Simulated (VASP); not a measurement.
Method: PBE GGA, VASP's PBE PAW potentials (set 64) (plane waves; VASP).

Input for VASP

### POSCAR
```
CSi64
1.0
 10.9370747000   0.0000000000   0.0000000000
  0.0000000000  10.9370747000   0.0000000000
  0.0000000000   0.0000000000  10.9370747000
Si C
64 1
Cart
  5.4685373500   0.0000000000   0.0000000000
  6.8356716875   1.3671343375   1.3671343375
  8.2028060250   2.7342686750   0.0000000000
  9.5699403625   4.1014030125   1.3671343375
  8.2028060250   0.0000000000   2.7342686750
  9.5699403625   1.3671343375   4.1014030125
  0.0000000000   0.0000000000   0.0000000000
  1.3671343375   1.3671343375   1.3671343375
  2.7342686750   2.7342686750   0.0000000000
  4.1289097554   4.1063137590   1.3327263005
  5.4685373500   5.4685373500   0.0000000000
  6.8356716875   6.8356716875   1.3671343375
  8.2028060250   8.2028060250   0.0000000000
  9.5699403625   9.5699403625   1.3671343375
  2.7342686750   0.0000000000   2.7342686750
  4.1356798046   1.3777542370   4.0969078748
  5.4889131202   2.7837808122   2.7480384520
  6.7871657612   4.0651137986   4.1160368184
  8.2028060250   5.4685373500   2.7342686750
  9.5699403625   6.8356716875   4.1014030125
  5.4685373500   0.0000000000   5.4685373500
  6.8356716875   1.3671343375   6.8356716875
  8.2028060250   2.7342686750   5.4685373500
  9.5699403625   4.1014030125   6.8356716875
  8.2028060250   0.0000000000   8.2028060250
  9.5699403625   1.3671343375   9.5699403625
  0.0000000000   5.4685373500   0.0000000000
  1.3671343375   6.8356716875   1.3671343375
  2.7342686750   8.2028060250   0.0000000000
  4.1014030125   9.5699403625   1.3671343375
  0.0000000000   2.7342686750   2.7342686750
  1.3739043867   4.1024857829   4.1020811111
  2.7301782091   5.4729449911   2.7419793127
  4.0546142069   6.8052994311   4.0775273784
  5.4685373500   8.2028060250   2.7342686750
  6.8356716875   9.5699403625   4.1014030125
  0.0000000000   0.0000000000   5.4685373500
  1.3671343375   1.3671343375   6.8356716875
  2.6862002317   2.6951358217   5.4428899098
  4.1371016243   4.0521205539   6.7978731573
  5.4474834812   5.4725512564   5.4296888607
  6.8356716875   6.8356716875   6.8356716875
  8.2028060250   8.2028060250   5.4685373500
  9.5699403625   9.5699403625   6.8356716875
  2.7342686750   0.0000000000   8.2028060250
  4.1014030125   1.3671343375   9.5699403625
  5.4685373500   2.7342686750   8.2028060250
  6.8356716875   4.1014030125   9.5699403625
  8.2028060250   5.4685373500   8.2028060250
  9.5699403625   6.8356716875   9.5699403625
  0.0000000000   8.2028060250   2.7342686750
  1.3671343375   9.5699403625   4.1014030125
  0.0000000000   5.4685373500   5.4685373500
  1.3671343375   6.8356716875   6.8356716875
  2.7342686750   8.2028060250   5.4685373500
  4.1014030125   9.5699403625   6.8356716875
  0.0000000000   2.7342686750   8.2028060250
  1.3671343375   4.1014030125   9.5699403625
  2.7342686750   5.4685373500   8.2028060250
  4.1014030125   6.8356716875   9.5699403625
  5.4685373500   8.2028060250   8.2028060250
  6.8356716875   9.5699403625   9.5699403625
  0.0000000000   8.2028060250   8.2028060250
  1.3671343375   9.5699403625   9.5699403625
  4.0794741777   4.0832474685   4.1282207197
```

KPOINTS:
```
Automatic mesh
0
Gamma
1 1 1
0 0 0
```

**INCAR**
```
! general
SYSTEM = CSi64
PREC   = Normal
ENCUT  = 400
LREAL  = Auto   ! projection in real space or not
LASPH  = T   ! aspherical one-centre terms
ISYM   = 0

! electronic loop
EDIFF  = 1E-5
NELM   = 100
NELMIN = 4
ALGO   = Fast   ! Davidson, then RMM-DIIS

! smearing
ISMEAR = 0   ! Gaussian
SIGMA  = 0.05

! functional
GGA    = PE   ! PBE

! ions
IBRION = 2   ! conjugate gradients
NSW    = 60   ! most ionic steps
ISIF   = 2   ! forces and stress, cell fixed
EDIFFG = -0.03   ! ionic stop

! output
LWAVE  = T
LCHARG = F
```

POTCAR, in this order: Si C (PBE.64 set). Program: vasp_gam.

Output

OSZICAR:
```
...
RMM:   6    -0.347045857238E+03   -0.31834E-05   -0.37161E-05   227   0.121E-02
  43 F= -.34704586E+03 E0= -.34704586E+03  d E =-.348540E-02
       N       E                     dE             d eps       ncg     rms          rms(c)
DAV:   1    -0.347045996289E+03   -0.14223E-03   -0.33019E-02   348   0.318E-01    0.537E-02
RMM:   2    -0.347046016634E+03   -0.20344E-04   -0.61365E-04   326   0.461E-02    0.237E-02
RMM:   3    -0.347046011516E+03    0.51174E-05   -0.14594E-04   289   0.219E-02    0.102E-02
RMM:   4    -0.347046012432E+03   -0.91604E-06   -0.26236E-05   211   0.965E-03
  44 F= -.34704601E+03 E0= -.34704601E+03  d E =-.364059E-02
       N       E                     dE             d eps       ncg     rms          rms(c)
DAV:   1    -0.347047448444E+03   -0.14369E-02   -0.15839E-01   326   0.742E-01    0.132E-01
RMM:   2    -0.347047679186E+03   -0.23074E-03   -0.41281E-03   326   0.128E-01    0.578E-02
RMM:   3    -0.347047690492E+03   -0.11306E-04   -0.95784E-04   332   0.611E-02    0.300E-02
RMM:   4    -0.347047700858E+03   -0.10366E-04   -0.18583E-04   342   0.274E-02    0.165E-02
RMM:   5    -0.347047701482E+03   -0.62374E-06   -0.29250E-05   219   0.123E-02
  45 F= -.34704770E+03 E0= -.34704770E+03  d E =-.168905E-02
       N       E                     dE             d eps       ncg     rms          rms(c)
DAV:   1    -0.347047756627E+03   -0.55769E-04   -0.96381E-03   356   0.184E-01    0.319E-02
RMM:   2    -0.347047772206E+03   -0.15579E-04   -0.26196E-04   326   0.326E-02    0.143E-02
RMM:   3    -0.347047773817E+03   -0.16112E-05   -0.62636E-05   248   0.157E-02    0.819E-03
RMM:   4    -0.347047774453E+03   -0.63590E-06   -0.11043E-05   201   0.682E-03
  46 F= -.34704777E+03 E0= -.34704777E+03  d E =-.176202E-02
       N       E                     dE             d eps       ncg     rms          rms(c)
DAV:   1    -0.347048896111E+03   -0.11223E-02   -0.76283E-02   326   0.536E-01    0.962E-02
RMM:   2    -0.347049058956E+03   -0.16284E-03   -0.23700E-03   326   0.101E-01    0.482E-02
RMM:   3    -0.347049079889E+03   -0.20934E-04   -0.56252E-04   333   0.484E-02    0.266E-02
RMM:   4    -0.347049086496E+03   -0.66066E-05   -0.10374E-04   298   0.217E-02    0.134E-02
RMM:   5    -0.347049087366E+03   -0.86993E-06   -0.17465E-05   208   0.966E-03
  47 F= -.34704909E+03 E0= -.34704909E+03  d E =-.131291E-02
       N       E                     dE             d eps       ncg     rms          rms(c)
DAV:   1    -0.347049165180E+03   -0.78684E-04   -0.98299E-03   348   0.192E-01    0.343E-02
RMM:   2    -0.347049187356E+03   -0.22177E-04   -0.31767E-04   326   0.373E-02    0.174E-02
RMM:   3    -0.347049190695E+03   -0.33390E-05   -0.76863E-05   266   0.179E-02    0.997E-03
RMM:   4    -0.347049191545E+03   -0.84987E-06   -0.13177E-05   202   0.781E-03
  48 F= -.34704919E+03 E0= -.34704919E+03  d E =-.141709E-02
       N       E                     dE             d eps       ncg     rms          rms(c)
DAV:   1    -0.347050222967E+03   -0.10323E-02   -0.96997E-02   326   0.586E-01    0.925E-02
RMM:   2    -0.347050349617E+03   -0.12665E-03   -0.19948E-03   326   0.926E-02    0.421E-02
RMM:   3    -0.347050361867E+03   -0.12249E-04   -0.46328E-04   335   0.433E-02    0.225E-02
RMM:   4    -0.347050367623E+03   -0.57566E-05   -0.93558E-05   285   0.194E-02
  49 F= -.34705037E+03 E0= -.34705037E+03  d E =-.117608E-02
       N       E                     dE             d eps       ncg     rms          rms(c)
DAV:   1    -0.347050624895E+03   -0.26303E-03   -0.10244E-01   326   0.603E-01    0.950E-02
RMM:   2    -0.347050758637E+03   -0.13374E-03   -0.21094E-03   326   0.954E-02    0.436E-02
RMM:   3    -0.347050772864E+03   -0.14227E-04   -0.49883E-04   336   0.448E-02    0.237E-02
RMM:   4    -0.347050779264E+03   -0.63992E-05   -0.10102E-04   290   0.201E-02    0.117E-02
RMM:   5    -0.347050779935E+03   -0.67113E-06   -0.14419E-05   202   0.872E-03
  50 F= -.34705078E+03 E0= -.34705078E+03  d E =-.158839E-02
       N       E                     dE             d eps       ncg     rms          rms(c)
DAV:   1    -0.347051191315E+03   -0.41205E-03   -0.87354E-02   326   0.571E-01    0.968E-02
RMM:   2    -0.347051370114E+03   -0.17880E-03   -0.26643E-03   326   0.107E-01    0.491E-02
RMM:   3    -0.347051386442E+03   -0.16327E-04   -0.62644E-04   333   0.508E-02    0.258E-02
RMM:   4    -0.347051395001E+03   -0.85590E-05   -0.12370E-04   311   0.228E-02    0.136E-02
RMM:   5    -0.347051395870E+03   -0.86895E-06   -0.19168E-05   209   0.102E-02
  51 F= -.34705140E+03 E0= -.34705139E+03  d E =-.615935E-03
       N       E                     dE             d eps       ncg     rms          rms(c)
DAV:   1    -0.347051403222E+03   -0.82209E-05   -0.10787E-03   364   0.636E-02    0.112E-02
RMM:   2    -0.347051405144E+03   -0.19229E-05   -0.30354E-05   205   0.112E-02    0.547E-03
RMM:   3    -0.347051405023E+03    0.12132E-06   -0.57505E-06   178   0.489E-03    0.228E-03
RMM:   4    -0.347051405040E+03   -0.16666E-07   -0.84618E-07    84   0.216E-03
  52 F= -.34705141E+03 E0= -.34705140E+03  d E =-.625105E-03
       N       E                     dE             d eps       ncg     rms          rms(c)
DAV:   1    -0.347051756145E+03   -0.35112E-03   -0.54435E-02   326   0.449E-01    0.754E-02
RMM:   2    -0.347051842190E+03   -0.86045E-04   -0.14007E-03   326   0.778E-02    0.342E-02
RMM:   3    -0.347051847774E+03   -0.55838E-05   -0.32595E-04   332   0.368E-02    0.165E-02
RMM:   4    -0.347051851589E+03   -0.38153E-05   -0.61558E-05   254   0.166E-02
  53 F= -.34705185E+03 E0= -.34705185E+03  d E =-.446549E-03
       N       E                     dE             d eps       ncg     rms          rms(c)
DAV:   1    -0.347051858650E+03   -0.10876E-04   -0.94464E-04   372   0.590E-02    0.103E-02
RMM:   2    -0.347051860206E+03   -0.15566E-05   -0.26985E-05   209   0.110E-02    0.500E-03
RMM:   3    -0.347051860445E+03   -0.23850E-06   -0.64259E-06   176   0.498E-03    0.291E-03
RMM:   4    -0.347051860517E+03   -0.72152E-07   -0.10471E-06   106   0.227E-03
  54 F= -.34705186E+03 E0= -.34705186E+03  d E =-.455477E-03
       N       E                     dE             d eps       ncg     rms          rms(c)
DAV:   1    -0.347052075751E+03   -0.21531E-03   -0.36774E-02   326   0.360E-01    0.571E-02
RMM:   2    -0.347052133205E+03   -0.57454E-04   -0.87647E-04   326   0.610E-02    0.264E-02
RMM:   3    -0.347052136378E+03   -0.31729E-05   -0.19033E-04   333   0.282E-02    0.135E-02
RMM:   4    -0.347052138024E+03   -0.16458E-05   -0.35147E-05   225   0.127E-02
  55 F= -.34705214E+03 E0= -.34705214E+03  d E =-.277507E-03
       N       E                     dE             d eps       ncg     rms          rms(c)
DAV:   1    -0.347052146478E+03   -0.10100E-04   -0.17887E-03   356   0.792E-02    0.126E-02
RMM:   2    -0.347052149524E+03   -0.30459E-05   -0.44043E-05   225   0.138E-02    0.622E-03
RMM:   3    -0.347052149837E+03   -0.31281E-06   -0.95702E-06   183   0.616E-03    0.361E-03
RMM:   4    -0.347052149910E+03   -0.73353E-07   -0.16630E-06   151   0.273E-03
  56 F= -.34705215E+03 E0= -.34705215E+03  d E =-.289393E-03
       N       E                     dE             d eps       ncg     rms          rms(c)
DAV:   1    -0.347052279404E+03   -0.12957E-03   -0.29412E-02   326   0.324E-01    0.495E-02
RMM:   2    -0.347052330568E+03   -0.51164E-04   -0.72661E-04   326   0.567E-02    0.248E-02
RMM:   3    -0.347052335493E+03   -0.49253E-05   -0.15827E-04   331   0.265E-02    0.129E-02
RMM:   4    -0.347052337060E+03   -0.15670E-05   -0.30177E-05   218   0.121E-02
  57 F= -.34705234E+03 E0= -.34705233E+03  d E =-.187150E-03
```

**OUTCAR**
```
------------------------ aborting loop because EDIFF is reached ----------------------------------------
  FORCE on cell =-STRESS in cart. coord.  units (eV):
  Direction    XX          YY          ZZ          XY          YZ          ZX
  --------------------------------------------------------------------------------------
  Total        4.8941970      4.8592001     19.4748775     -5.3074108      0.1803540      0.1267003
  in kB        5.9936102      5.9507517     23.8496375     -6.4996467      0.2208680      0.1551618
  external PRESSURE =      11.9313331 kB  Pullay stress =       0.0000000 kB
  volume of cell :     1308.29
      direct lattice vectors                 reciprocal lattice vectors
    10.937074700  0.000000000  0.000000000     0.091432127  0.000000000  0.000000000
     0.000000000 10.937074700  0.000000000     0.000000000  0.091432127  0.000000000
     0.000000000  0.000000000 10.937074700     0.000000000  0.000000000  0.091432127
 POSITION                                       TOTAL-FORCE (eV/Angst)
 -----------------------------------------------------------------------------------
      5.49511     10.89894     10.91402        -0.005840     -0.000840      0.004101
      6.86681      1.33048      1.34103        -0.002940      0.005611      0.004451
      8.24191      2.70083     10.91942        -0.001733      0.007562      0.000602
      9.57365      4.09863      1.30820        -0.002236     -0.002129      0.002118
      8.22203     10.91432      2.73373        -0.001155      0.002459      0.001116
      9.57446      1.37217      4.08965         0.001432     -0.003299     -0.000749
     10.93664      0.00026     10.89115        -0.002097      0.006377      0.000314
      1.34861      1.34846      1.35339         0.001398     -0.004224     -0.001523
      2.71967      2.72327      0.00654         0.003668      0.003516      0.000986
      4.09908      4.09995      1.33518        -0.002320     -0.001265      0.005402
      5.47694      5.47769      0.00655        -0.006002      0.000904     -0.001865
      6.85071      6.85033      1.35343         0.000881      0.000153     -0.003821
      8.19817      8.20063     10.89046        -0.001448      0.000649     -0.001867
      9.56657      9.56898      1.32859         0.003499     -0.004573     -0.003851
      2.73806     10.89574      2.67231        -0.003892      0.001410      0.001977
      4.12488      1.31261      3.99087         0.002433      0.000679     -0.000960
      5.48952      2.71303      2.66229         0.002038     -0.000702     -0.003366
      6.89046      4.07796      3.99060        -0.007058     -0.002553      0.001544
      8.24453      5.46376      2.67194         0.002264      0.004260     -0.003923
      9.55917      6.83186      4.08769         0.000288     -0.003724      0.002848
      5.45857      0.00978      5.43754        -0.001483     -0.002473     -0.005250
      6.82156      1.37877      6.80784         0.002383     -0.003334      0.001630
      8.18953      2.74198      5.43714         0.005756      0.002261      0.000124
      9.56815      4.10070      6.79681        -0.000841     -0.004627      0.001186
      8.20881     10.92885      8.14971        -0.001497      0.003427     -0.001798
      9.58908      1.36235      9.50861         0.003584     -0.003087      0.004804
     10.90113      5.49643     10.91182         0.000536     -0.001905      0.001429
      1.33041      6.86799      1.34059         0.004469     -0.004340     -0.000187
      2.70174      8.23816     10.91575         0.002287      0.000468      0.001953
      4.09986      9.56575      1.30832         0.004163      0.001560     -0.001386
     10.89926      2.73602      2.67676        -0.003308      0.002537     -0.002872
      1.31252      4.12724      3.99428         0.006406     -0.003342      0.002996
      2.71136      5.49055      2.66241         0.001295     -0.003893     -0.005826
      4.07450      6.88880      3.99447         0.000722     -0.003336      0.001008
      5.46430      8.24007      2.67630         0.001705      0.005411     -0.007571
      6.82810      9.56073      4.09055         0.002415     -0.001437      0.002218
      0.06019      0.06251      5.45266        -0.001657     -0.000974      0.003133
      1.50356      1.50369      6.78508         0.001967     -0.000748     -0.001397
      2.85330      2.85121      5.18936        -0.014829     -0.005388     -0.005909
      4.12052      4.11109      7.40892         0.001426     -0.012556     -0.018060
      5.34471      5.34230      5.18598        -0.004021     -0.003591      0.000955
      6.69012      6.68927      6.78911         0.006463      0.002823      0.000596
      8.13337      8.13430      5.45350        -0.000753      0.001553      0.006395
      9.56682      9.56546      6.77330        -0.000803      0.000331      0.003797
      2.76252      0.02545      8.16157        -0.005899      0.003439     -0.003730
      4.08670      1.31221      9.63452         0.010565     -0.006636      0.001244
      5.57007      2.63509      8.38638        -0.007342      0.008192     -0.002109
      6.89362      4.10885      9.64001         0.008580     -0.004453     -0.002413
      8.17538      5.43605      8.16444        -0.006109      0.004517      0.000256
      9.54792      6.83868      9.50990         0.002339     -0.007205     -0.000861
     10.91373      8.22442      2.73174         0.000516      0.000077      0.000670
      1.36947      9.57845      4.08723        -0.000364     -0.003378     -0.003163
      0.00645      5.46245      5.43644        -0.004943     -0.000023     -0.002762
      1.37638      6.82441      6.80675         0.000718     -0.003544      0.003404
      2.73793      8.19327      5.43571         0.001610      0.004293      0.001341
      4.09908      9.56837      6.79652         0.000497     -0.003744      0.003812
      0.02526      2.76286      8.16019         0.003586     -0.003037      0.000201
      1.31287      4.09048      9.62879        -0.002823      0.003179      0.001724
      2.63996      5.56528      8.37464        -0.005545      0.006696      0.002829
      4.10852      6.89100      9.63394         0.002647      0.003188      0.001047
      5.43654      8.17516      8.16192         0.000741     -0.002039      0.001695
      6.83715      9.54979      9.50783        -0.003543     -0.002517      0.000785
     10.92891      8.20850      8.15232        -0.000468      0.001645     -0.005365
      1.36193      9.58939      9.50981         0.003315      0.001698      0.002922
      4.12023      4.07504      5.64596         0.004355      0.024044      0.012969
 -----------------------------------------------------------------------------------
    total drift:                                0.014213     -0.000708     -0.108723
  FREE ENERGIE OF THE ION-ELECTRON SYSTEM (eV)
  ---------------------------------------------------
  free  energy   TOTEN  =      -347.0523370602 eV

  energy  without entropy=     -347.0523322195  energy(sigma->0) =     -347.05233464

 reached required accuracy - stopping structural energy minimisation
```
(Selected blocks of OUTCAR.)

CONTCAR:
```
CSi64
   1.00000000000000
    10.9370747000000001    0.0000000000000000    0.0000000000000000
     0.0000000000000000   10.9370747000000001    0.0000000000000000
     0.0000000000000000    0.0000000000000000   10.9370747000000001
  Si              C
    64     1
Direct
     0.5024292961888431    0.9965130156165506    0.9978919202381563
     0.6278469570139766    0.1216486885995639    0.1226131183399793
     0.7535750095689974    0.2469426555319021    0.9983853889401252
     0.8753393761871794    0.3747464893493916    0.1196116044993763
     0.7517577945927592    0.9979198595348792    0.2499508521486914
     0.8754132297785735    0.1254608427002010    0.3739249405551087
     0.9999605569023629    0.0000238858620963    0.9958008554283563
     0.1233058449857009    0.1232922511611320    0.1237429878967547
     0.2486651575344351    0.2489947262047366    0.0005980810022287
     0.3747880495159728    0.3748666984046091    0.1220787650825669
     0.5007685534823338    0.5008367560242405    0.0005991572301585
     0.6263754024573063    0.6263403426255664    0.1237465949075545
     0.7495758377057371    0.7498007115928526    0.9957375442587627
     0.8746914741558843    0.8749124119143841    0.1214756374597956
     0.2503463287869862    0.9962203214393545    0.2443350637042536
     0.3771463284749221    0.1200148083780030    0.3648932784424580
     0.5019184324370842    0.2480576787825954    0.2434188749191533
     0.6300097884993167    0.3728566042065454    0.3648692373295196
     0.7538146038939003    0.4995632297387987    0.2443014134086180
     0.8740152023126917    0.6246518767952870    0.3737465885106797
     0.4990883516705804    0.0008943034090050    0.4971660217847507
     0.6237096303436886    0.1260637517529357    0.6224552885922692
     0.7487860406093200    0.2507053257725309    0.4971291596715218
     0.8748362271851898    0.3749360612203456    0.6214467713490310
     0.7505487129838528    0.9992479170224444    0.7451451989400174
     0.8767501921246449    0.1245627512301501    0.8693927545569283
     0.9967133360731303    0.5025506426881902    0.9976911962260191
     0.1216426004560912    0.6279553672985114    0.1225728267893040
     0.2470253950321674    0.7532321930583074    0.9980502869520611
     0.3748590858884868    0.8746165842299494    0.1196225213924602
     0.9965423936071436    0.2501602089838330    0.2447422535493124
     0.1200064647940270    0.3773627280716175    0.3652051236448831
     0.2479050989202260    0.5020125304355421    0.2434300058321283
     0.3725405202484106    0.6298575280986299    0.3652227472062453
     0.4996128013569373    0.7534073477802290    0.2446993769469014
     0.6243081092913998    0.8741580609704801    0.3740074826143495
     0.0055037235906847    0.0057154573511049    0.4985486575342064
     0.1374741390940487    0.1374860054631055    0.6203742369808594
     0.2608830820505064    0.2606924705627659    0.4744741619433710
     0.3767475315758638    0.3758859251201668    0.6774131140500617
     0.4886782224246882    0.4884579754941489    0.4741655110605553
     0.6116922409618833    0.6116142058250489    0.6207427730664967
     0.7436509817634332    0.7437362126840444    0.4986246912114453
     0.8747143057046864    0.8745903567791403    0.6192973114917024
     0.2525833475350862    0.0023271016133290    0.7462294433881570
     0.3736552712377803    0.1199783174754555    0.8809047119008255
     0.5092837322256535    0.2409321652881273    0.7667849875410544
     0.6302983916094157    0.3756809189566738    0.8814070015245805
     0.7474925598573687    0.4970293456239220    0.7464924757234912
     0.8729868726029900    0.6252749550943268    0.8695108386387215
     0.9978652847102299    0.7519763332589082    0.2497689968548219
     0.1252139339662172    0.8757778784831223    0.3737039158177405
     0.0005894065664234    0.4994433994699856    0.4970657272078066
     0.1258451931765236    0.6239700484831234    0.6223552312549085
     0.2503347195884699    0.7491280843168054    0.4969987745244003
     0.3747878830568388    0.8748560385464518    0.6214201357052190
     0.0023095843352882    0.2526140212857534    0.7461038108622369
     0.1200383772850668    0.3740009519254197    0.8803809693174217
     0.2413771282377215    0.5088451488066030    0.7657114681335792
     0.3756508243414843    0.6300587768921985    0.8808517365235832
     0.4970741642134767    0.7474722211923183    0.7462618536665709
     0.6251353545334233    0.8731575034490324    0.8693210722196179
     0.9992536795570539    0.7505203070729677    0.7453840486707622
     0.1245239030820720    0.8767781594711753    0.8695024485498095
     0.3767209760553678    0.3725895575293823    0.5162219742855096
```

At this cut-off the stress carries a Pulay error, which pulls relaxed volumes low. The supercell is sampled at Γ alone, which is coarse: total energies, pressure and levels can be off, energies of defects by several tenths of an eV.

The cell is a supercell with a defect, built from Si (diamond): C_i. The run is not spin-polarised, so no state with unpaired spins was tried.
